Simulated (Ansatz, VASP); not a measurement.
# Cross-check of PtSe2 (Sudovikovite) between VASP and Ansatz

Wanted: the spread between two codes on one cell, functional and k mesh. The cell is taken from a series of runs on this material, whose earlier steps may have relaxed, scaled, displaced or heated it; both programs get it as it stands.

Main program and level: Ansatz 0.2.0; plane waves, with VASP 6.6.1 beside it; zone-centre phonons at PBE with D3(BJ).

## 1. The structure

Symmetry: P-3m1, No. 164, trigonal system. The conventional cell has a = 3.772 Å, b = 3.772 Å, c = 4.820 Å, α = 90.00°, β = 90.00°, γ = 120.00°. Nearest to Pt lie 6 Se at 2.53 Å. Nearest to Se lie 3 Pt at 2.53 Å. Farther neighbours and most contacts between anions are not listed.

As a file:

```cif
data_structure
_symmetry_space_group_name_H-M 'P 1'
_symmetry_Int_Tables_number 1
_cell_length_a 3.7715
_cell_length_b 3.7715
_cell_length_c 4.8204
_cell_angle_alpha 90.000
_cell_angle_beta 90.000
_cell_angle_gamma 120.000
_cell_volume 59.38
loop_
_atom_site_label
_atom_site_type_symbol
_atom_site_fract_x
_atom_site_fract_y
_atom_site_fract_z
_atom_site_occupancy
Pt1 Pt 0.00000 0.00000 0.00000 1
Se2 Se 0.33333 0.66667 0.26557 1
Se3 Se 0.66667 0.33333 0.73443 1
```

## 2. VASP: zone-centre phonons, PBE with D3(BJ)

Second derivatives magnify differences that forces hide, and they need a tight electronic threshold.

Lines of VASP's logs that name or quote its potential files are left out, and so is its time.

File INCAR:

```
SYSTEM = PtSe2
PREC = Accurate
ENCUT = 500
EDIFF = 1E-08
NELM = 120
ISMEAR = 1
SIGMA = 0.2
LREAL = .FALSE.
ALGO = Normal
GGA = PE
IVDW = 12
NBANDS = 17
LASPH = .TRUE.
LORBIT = 11
LWAVE = .FALSE.
LCHARG = .FALSE.
ISIF = 2
IBRION = 6
NFREE = 2
POTIM = 0.015
NSW = 1
GGA_COMPAT = .FALSE.
KPAR = 2
```

File POSCAR:

```
PtSe2
1.0
    3.7715439380      0.0000000000      0.0000000000
   -1.8857719690      3.2662528618      0.0000000000
    0.0000000000      0.0000000000      4.8204466818
Pt Se
1 2
Direct
    0.0000000000      0.0000000000      0.0000000000
    0.3333333333      0.6666666667      0.2655679563
    0.6666666667      0.3333333333      0.7344320437
```

File KPOINTS:

```
Automatic mesh
0
Gamma
15 15 8
0 0 0
```

Potentials, in the order of the species: Pt and Se (PBE family, release 64).

Command:

```sh
mpirun -np 2 vasp_std
```

Numbers of over 12 decimals in the logs are rounded to 6 here.

What it wrote:

```text
[banner, memory and clock lines left out]
running    2 mpi-ranks, on    1 nodes
 distrk:  each k-point on    1 cores,    2 groups
 distr:  one band on    1 cores,    1 groups

 POSCAR found type information on POSCAR PtSe
 POSCAR found :  2 types and       3 ions
 LDA part: xc-table for (Slater+PW92), standard interpolation
 POSCAR, INCAR and KPOINTS ok, starting setup
 FFT: planning ... GRIDC
 FFT: planning ... GRID_SOFT
 FFT: planning ... GRID
 WAVECAR not read
 entering main loop
       N       E                     dE             d eps       ncg     rms          rms(c)
DAV:   1     0.107936520361E+03    0.10794E+03   -0.99327E+03  6616   0.110E+03
DAV:   2    -0.102757466865E+02   -0.11821E+03   -0.11487E+03  8206   0.217E+02
DAV:   3    -0.148923705271E+02   -0.46166E+01   -0.45797E+01  7857   0.435E+01
DAV:   4    -0.149251283518E+02   -0.32758E-01   -0.32747E-01  8432   0.400E+00
DAV:   5    -0.149254667920E+02   -0.33844E-03   -0.33843E-03  8150   0.380E-01    0.121E+01
DAV:   6    -0.144249636260E+02    0.50050E+00   -0.45308E+00  6660   0.193E+01    0.777E+00
DAV:   7    -0.142113193277E+02    0.21364E+00   -0.85866E-01  6664   0.926E+00    0.381E+00
DAV:   8    -0.141979988239E+02    0.13321E-01   -0.55940E-02  7204   0.164E+00    0.828E-01
DAV:   9    -0.141954108419E+02    0.25880E-02   -0.79290E-03  7682   0.877E-01    0.186E-01
DAV:  10    -0.141955472871E+02   -0.13645E-03   -0.12743E-03  7622   0.223E-01    0.384E-02
DAV:  11    -0.141955511028E+02   -0.38158E-05   -0.39453E-05  8636   0.497E-02    0.267E-02
DAV:  12    -0.141955518853E+02   -0.78244E-06   -0.66521E-06  7071   0.187E-02    0.449E-03
DAV:  13    -0.141955520448E+02   -0.15950E-06   -0.87592E-07  8866   0.575E-03    0.137E-03
DAV:  14    -0.141955521002E+02   -0.55450E-07   -0.84060E-08  7136   0.217E-03    0.620E-04
DAV:  15    -0.141955521553E+02   -0.55043E-07   -0.99052E-09  6659   0.748E-04    0.124E-04
DAV:  16    -0.141955521598E+02   -0.44824E-08   -0.91134E-10  3553   0.222E-04
   1 F= -.15666289E+02 E0= -.15666766E+02  d E =0.143029E-02
[... from here on, the cycles between the ionic steps are left out ...]
   2 F= -.15664666E+02 E0= -.15665146E+02  d E =0.144076E-02
   3 F= -.15664666E+02 E0= -.15665146E+02  d E =0.144077E-02
   4 F= -.15664594E+02 E0= -.15665070E+02  d E =0.142868E-02
   5 F= -.15664594E+02 E0= -.15665070E+02  d E =0.142869E-02
   6 F= -.15665462E+02 E0= -.15665937E+02  d E =0.142505E-02
   7 F= -.15665462E+02 E0= -.15665937E+02  d E =0.142503E-02
   8 F= -.15665269E+02 E0= -.15665786E+02  d E =0.155010E-02
 Finite differences progress:
  Degree of freedom:   4/  4
  Displacement:        1/  2
  Total:               7/  8
 bond charge predicted
       N       E                     dE             d eps       ncg     rms          rms(c)
DAV:   1    -0.141929955429E+02    0.12282E-02   -0.67369E-01  6542   0.451E+00    0.322E-01
DAV:   2    -0.141946938344E+02   -0.16983E-02   -0.21249E-02  8240   0.852E-01    0.147E-01
DAV:   3    -0.141946717543E+02    0.22080E-04   -0.37672E-04  7429   0.182E-01    0.830E-02
DAV:   4    -0.141946684996E+02    0.32547E-05   -0.38047E-05  8365   0.606E-02    0.450E-02
DAV:   5    -0.141946728879E+02   -0.43883E-05   -0.10833E-05  7678   0.249E-02    0.514E-03
DAV:   6    -0.141946729608E+02   -0.72808E-07   -0.64624E-07  8072   0.551E-03    0.248E-03
DAV:   7    -0.141946729981E+02   -0.37349E-07   -0.14096E-07  7581   0.308E-03    0.678E-04
DAV:   8    -0.141946730089E+02   -0.10766E-07   -0.14253E-08  5793   0.977E-04    0.200E-04
DAV:   9    -0.141946730024E+02    0.64406E-08   -0.17708E-09  3523   0.323E-04
   9 F= -.15665092E+02 E0= -.15665519E+02  d E =0.128136E-02
 Finite differences progress:
  Degree of freedom:   4/  4
  Displacement:        2/  2
  Total:               8/  8
```

OUTCAR, selected parts (step 2):

```text
ion  position               nearest neighbor table
   1  0.000  0.000  0.000-   2 2.53   3 2.53   3 2.53   2 2.53   3 2.53   2 2.53
   2  0.333  0.667  0.266-   1 2.53   1 2.53   1 2.53
   3  0.667  0.333  0.734-   1 2.53   1 2.53   1 2.53

  LATTYP: Found a hexagonal cell.
 ALAT       =     3.7715439380
 C/A-ratio  =     1.2781096445

 Subroutine GETGRP returns: Found 12 space group operations
 (whereof 12 operations were pure point group operations)

The static configuration has the point symmetry D_3d.

 Found    192 irreducible k-points:

   k-points           NKPTS =    192   k-points in BZ     NKDIM =    192   number of bands    NBANDS=     17

   dimension x,y,z NGX =    28 NGY =   28 NGZ =   36
   dimension x,y,z NGXF=    56 NGYF=   56 NGZF=   72

   ENCUT  =  500.0 eV  36.75 Ry    6.06 a.u.   6.88  6.88  8.79*2*pi/ulx,y,z

   NELECT =      22.0000    total number of electrons

 k-points in reciprocal lattice and weights: Automatic mesh
   0.00000000  0.00000000  0.00000000       0.001
   0.06666667  0.00000000  0.00000000       0.003
   0.13333333 -0.00000000  0.00000000       0.003
   0.20000000  0.00000000  0.00000000       0.003
   0.26666667 -0.00000000  0.00000000       0.003
   0.33333333 -0.00000000  0.00000000       0.003
   0.40000000  0.00000000  0.00000000       0.003
   0.46666667 -0.00000000  0.00000000       0.003
   0.06666667  0.06666667  0.00000000       0.003
[...]
0.33333333  0.26666667  0.50000000       0.007
   0.33333333  0.33333333  0.50000000       0.001

 Edisp (eV)   -1.47105

 average (electrostatic) potential at core
       1 -68.3199       2 -52.5706       3 -52.5552

 E-fermi :   6.7146

 k-point     1 :       0.0000    0.0000    0.0000
  band No.  band energies     occupation
    ...
      6       2.9094      2.00000
      7       2.9094      2.00000
      8       4.2577      2.00000
      9       5.7028      2.00000
     10       5.7028      2.00000
     11       7.5016     -0.00000
     12       7.8246     -0.00000
     13       7.8246     -0.00000
     14      10.0723     -0.00000
     15      10.8462      0.00000
    ...

 k-point     2 :       0.0667    0.0000    0.0000
  band No.  band energies     occupation
    ...
      6       2.8470      2.00000
      7       2.8738      2.00000
      8       4.1533      2.00000
      9       5.4797      2.00000
     10       5.6261      2.00000
     11       7.0521     -0.03818
     12       7.8862     -0.00000
     13       8.1116     -0.00000
     14      10.4110     -0.00000
     15      11.1412      0.00000
    ...

 k-point     3 :       0.1333   -0.0000    0.0000
  band No.  band energies     occupation
    ...
      7       2.7825      2.00000
      8       3.8384      2.00000
      9       5.0840      2.00000
     10       5.4063      2.00000
     11       6.4442      2.06677
     12       8.0624     -0.00000
     13       8.3182     -0.00000
     14      11.1275      0.00000
     15      11.8346      0.00000
     16      13.4962      0.00000
    ...

 Edisp (eV)   -1.47042

  Total       0.14085     0.14085     0.15808    -0.00000     0.00000     0.00000
  in kB       3.80019     3.80019     4.26507    -0.00000     0.00000     0.00000
  external pressure =        3.96 kB  Pullay stress =        0.00 kB

  energy-cutoff  :      500.00
  volume of cell :       59.38
      direct lattice vectors                 reciprocal lattice vectors
     3.771543938  0.000000000  0.000000000     0.265143405  0.153080616  0.000000000
    -1.885771969  3.266252862  0.000000000     0.000000000  0.306161232  0.000000000
     0.000000000  0.000000000  4.820446682     0.000000000  0.000000000  0.207449655

 POSITION                                       TOTAL-FORCE (eV/Angst)
 -----------------------------------------------------------------------------------
      0.00000      0.00000      0.00000        -0.000000      0.000000     -0.114720
     -0.00000      2.17750      1.26516         0.000000     -0.000000      0.155572
      1.88577      1.08875      3.54029        -0.000000      0.000000     -0.040852
 -----------------------------------------------------------------------------------
    total drift:                                0.000000     -0.000000     -0.000077

  FREE ENERGIE OF THE ION-ELECTRON SYSTEM (eV)
  ---------------------------------------------------
  free  energy   TOTEN  =       -15.6650923279 eV

  energy  without entropy=      -15.6663736833  energy(sigma->0) =      -15.66551945

 Eigenvectors and eigenvalues of the dynamical matrix
 ----------------------------------------------------

   1 f  =    6.504978 THz    40.871982 2PiTHz  216.982708 cm-1    26.902415 meV
             X         Y         Z           dx          dy          dz
      0.000000  0.000000  0.000000    -0.000000    0.000000   -0.668906
     -0.000000  2.177502  1.280156    -0.000000   -0.000000    0.525625
      1.885772  1.088751  3.540291     0.000000   -0.000000    0.525625

   2 f  =    6.363718 THz    39.984418 2PiTHz  212.270774 cm-1    26.318210 meV
             X         Y         Z           dx          dy          dz
      0.000000  0.000000  0.000000    -0.000014   -0.668892   -0.000000
     -0.000000  2.177502  1.280156     0.000011    0.525635    0.000000
      1.885772  1.088751  3.540291     0.000011    0.525635   -0.000000

   3 f  =    6.363718 THz    39.984418 2PiTHz  212.270774 cm-1    26.318210 meV
             X         Y         Z           dx          dy          dz
      0.000000  0.000000  0.000000     0.668892   -0.000014    0.000000
     -0.000000  2.177502  1.280156    -0.525635    0.000011   -0.000000
      1.885772  1.088751  3.540291    -0.525635    0.000011   -0.000000

   4 f  =    6.143656 THz    38.601730 2PiTHz  204.930312 cm-1    25.408109 meV
             X         Y         Z           dx          dy          dz
      0.000000  0.000000  0.000000    -0.000000    0.000000   -0.000000
     -0.000000  2.177502  1.280156    -0.000000   -0.000000    0.707107
      1.885772  1.088751  3.540291     0.000000   -0.000000   -0.707107

   5 f  =    4.820071 THz    30.285399 2PiTHz  160.780263 cm-1    19.934203 meV
             X         Y         Z           dx          dy          dz
      0.000000  0.000000  0.000000     0.000000   -0.000000   -0.000000
     -0.000000  2.177502  1.280156    -0.000022   -0.707107    0.000000
      1.885772  1.088751  3.540291     0.000022    0.707107    0.000000

   6 f  =    4.820071 THz    30.285399 2PiTHz  160.780263 cm-1    19.934203 meV
             X         Y         Z           dx          dy          dz
      0.000000  0.000000  0.000000     0.000000    0.000000    0.000000
     -0.000000  2.177502  1.280156     0.707107   -0.000022   -0.000000
      1.885772  1.088751  3.540291    -0.707107    0.000022   -0.000000

   7 f/i=    0.000327 THz     0.002058 2PiTHz    0.010924 cm-1     0.001354 meV
             X         Y         Z           dx          dy          dz
      0.000000  0.000000  0.000000    -0.020837   -0.743067   -0.000000
     -0.000000  2.177502  1.280156    -0.013258   -0.472792   -0.000000
      1.885772  1.088751  3.540291    -0.013258   -0.472792   -0.000000

   8 f/i=    0.000327 THz     0.002058 2PiTHz    0.010924 cm-1     0.001354 meV
             X         Y         Z           dx          dy          dz
      0.000000  0.000000  0.000000    -0.743067    0.020837    0.000000
     -0.000000  2.177502  1.280156    -0.472792    0.013258    0.000000
      1.885772  1.088751  3.540291    -0.472792    0.013258    0.000000

   9 f/i=    0.000461 THz     0.002895 2PiTHz    0.015369 cm-1     0.001905 meV
             X         Y         Z           dx          dy          dz
      0.000000  0.000000  0.000000    -0.000000   -0.000000    0.743347
     -0.000000  2.177502  1.280156    -0.000000   -0.000000    0.472988
      1.885772  1.088751  3.540291    -0.000000   -0.000000    0.472988

 ELASTIC MODULI CONTR FROM IONIC RELAXATION (kBar)
 Direction    XX          YY          ZZ          XY          YZ          ZX
 --------------------------------------------------------------------------------
 XX        -514.6502   -308.8765   -481.5783     -0.0000    215.0137      0.0000
 YY        -308.8765   -514.6502   -481.5783      0.0000   -215.0137     -0.0000
 ZZ        -481.5783   -481.5783   -563.2304     -0.0000      0.0000      0.0000
 XY          -0.0000      0.0000     -0.0000   -102.8869      0.0000    215.0140
 YZ         215.0137   -215.0137      0.0000      0.0000   -449.3371     -0.0000
 ZX           0.0000     -0.0000      0.0000    215.0140     -0.0000   -449.3383
 --------------------------------------------------------------------------------

 total charge
# of ion       s       p       d       tot
------------------------------------------
    1        0.675   0.679   8.029   9.383
    2        1.488   2.219   0.071   3.778
    3        1.488   2.219   0.071   3.778
--------------------------------------------------
tot          3.652   5.117   8.170  16.939

[... 3 further parts left out ...]
```

The last energy, forces, stress and levels in OUTCAR belong to the last displaced cell, not to the cell of POSCAR.

Levels, forces or a CONTCAR printed for this step are those of its last displaced cell, not of the structure at rest.

(Continued in part 2 of 2.)

[Lines on the potential files, build, host, timing and source positions are cut from VASP's logs without a mark.]

[Logs are printed without paths, hosts, clocks, repeated set-up lines and the standing remarks that a program may print on its own settings, such as how far it seeks lower states.]

[Hosts, paths, dates, database ids (printed as entryN), source tags and the programs' standing remarks are cut or masked in the printed files.]
